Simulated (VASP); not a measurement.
Consider the following.

```
CELL_PARAMETERS angstrom
      0.00000     2.24524     2.24524
      2.24524     0.00000     2.24524
      2.24524     2.24524     0.00000
ATOMIC_POSITIONS crystal
  Hf 0.00000 0.00000 0.00000
  N  0.50000 0.50000 0.50000
```

These are PBEsol GGA, VASP's PBE PAW potentials (set 64) (plane waves; VASP) values and carry that method's errors. Settings: 600 eV cut-off, 14×14×14 Γ-centred mesh, first-order Methfessel-Paxton smearing of 0.10 eV, potentials Hf_pv N.

Unless said otherwise, spin-orbit coupling is left out, though it shifts the bands of the heavy elements here.

Each row applies one change to this cell, which was relaxed at other settings and keeps the small stress of the first row; at a fixed cut-off the stress holds a Pulay part, so it need not integrate to ΔE exactly. Stress is in GPa, positive when the cell is compressed.

| change | ΔE (meV/atom) | σxx | σyy | σzz | largest shear component, with its sign (GPa) | largest force (eV/Å) |
|---|---|---|---|---|---|---|
| none | 0.0 | -0.14 | -0.14 | -0.14 | 0.00 | 0.000 |
| uniaxial strain of -1.5 % along z | 5.4 | 1.80 | 1.80 | 10.16 | 0.00 | 0.000 |
| biaxial strain of +2.0 % in the xz plane | (withheld) | (withheld) | (withheld) | (withheld) | (withheld) | (withheld) |
| uniaxial strain of +1.0 % along x | 2.1 | -6.18 | -1.29 | -1.29 | 0.00 | 0.000 |
| atom 1 (Hf) moved by 0.025 Å along x | 2.0 | 0.11 | -0.13 | -0.13 | 0.00 | 0.322 |
| atom 1 (Hf) moved by 0.050 Å along z | 8.1 | -0.08 | -0.08 | 0.84 | 0.00 | 0.634 |
| isotropic strain of -4.0 % | (withheld) | (withheld) | (withheld) | (withheld) | (withheld) | (withheld) |

Problem. What belongs in the gaps?

Solution. 
- isotropic strain of -4.0 %, ΔE (meV/atom): 171.0
- isotropic strain of -4.0 %, σxx: 46.48
- isotropic strain of -4.0 %, σyy: 46.48
- isotropic strain of -4.0 %, σzz: 46.48
- isotropic strain of -4.0 %, largest shear component, with its sign (GPa): 0.00
- isotropic strain of -4.0 %, largest force (eV/Å): 0.000
- biaxial strain of +2.0 % in the xz plane, ΔE (meV/atom): 19.5
- biaxial strain of +2.0 % in the xz plane, σxx: -13.31
- biaxial strain of +2.0 % in the xz plane, σyy: -4.93
- biaxial strain of +2.0 % in the xz plane, σzz: -13.31
- biaxial strain of +2.0 % in the xz plane, largest shear component, with its sign (GPa): 0.00
- biaxial strain of +2.0 % in the xz plane, largest force (eV/Å): 0.000

Failed runs are left out, and for metals the shear rows, which the mesh's noise covers.

The compound is HfN in the rock salt structure. The electron count is odd and the run is not spin-polarised, which forces a metal.
